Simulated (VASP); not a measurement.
Crystal: BaZr2O3.

```
Ba Zr O
1.0
     2.16837   -6.46983    0.00000
     2.16837    6.46983    0.00000
     0.00000    0.00000    3.74303
Ba Zr O
1 2 3
Direct
  0.00000 0.00000 0.50000
  0.66460 0.33540 0.00000
  0.33540 0.66460 0.00000
  0.16720 0.83280 0.00000
  0.83280 0.16720 0.00000
  0.50000 0.50000 0.00000
```

The cell was built by a generator and needn't be a form met in nature.

Base run:

| Quantity | Value |
| --- | --- |
| Program | VASP 6.6.1 |
| Functional | PBE |
| Potentials or basis | VASP PAW PBE potentials, release 64 (Ba_sv, Zr_sv, O) |
| Cutoff | 520 eV |
| k mesh | 8 × 8 × 8 |
| Occupations | gaussian, width 0.1 eV |
| Spin | no spin polarisation |

Its results: pressure 0.0 GPa; largest force 0.004 eV/Å.

Task: The run is repeated on the same cell with these changes: functional from PBE to PBEsol. What comes out?

Result: Pressure -4.5 GPa; largest force 0.062 eV/Å.

PBEsol binds more tightly than PBE, so the same cell stands under less pressure.

Caveats: the PAW data sets were made with another functional, which shifts forces and pressure a little (some runs).

Not every run made on this cell is shown here.
